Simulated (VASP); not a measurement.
Runs of VASP 6.6.1 on AgF. The cell holds a sheet with vacuum, 2 atoms: a = 3.122 Å, b = 4.143 Å, c = 23.800 Å, α = 90.00°, β = 90.00°, γ = 90.00°. The cell was built by a generator and needn't be a form met in nature.

| level | other keys | gap on the mesh (eV) |
| --- | --- | --- |
| PBE | LASPH = no | (a) |
| PBE+dDsC | - | 1.10 |
| PBE+D3(BJ) | - | 1.10 |
| PBE+MBD-FI | - | 1.10 |
| PBE+rVV10 | - | 1.07 |
| PBE+MBD | - | 1.10 |
| PBE+D2 | - | 1.10 |
| PBE+D4 | - | 1.10 |
| PBE+D3 | - | 1.10 |
| PBE+TS | - | 1.10 |
| PBE | - | 1.10 |
| PBE+TS-HI | - | 1.10 |

Alike in all rows: task relaxation of the atoms; potentials or basis VASP PAW PBE potentials, release 64 (Ag, F); no spin polarisation; cell atoms relaxed; k mesh 9 × 7 × 1; cutoff (eV) 520; smearing fermi-dirac 0.05 eV.

Problem. Estimate the missing entries.

Solution. (a) 1.09.

Caveats: the relaxation stopped at its first step, so nothing moved.

A k mesh can miss the band edges, and the runs leave out spin-orbit coupling on Ag.
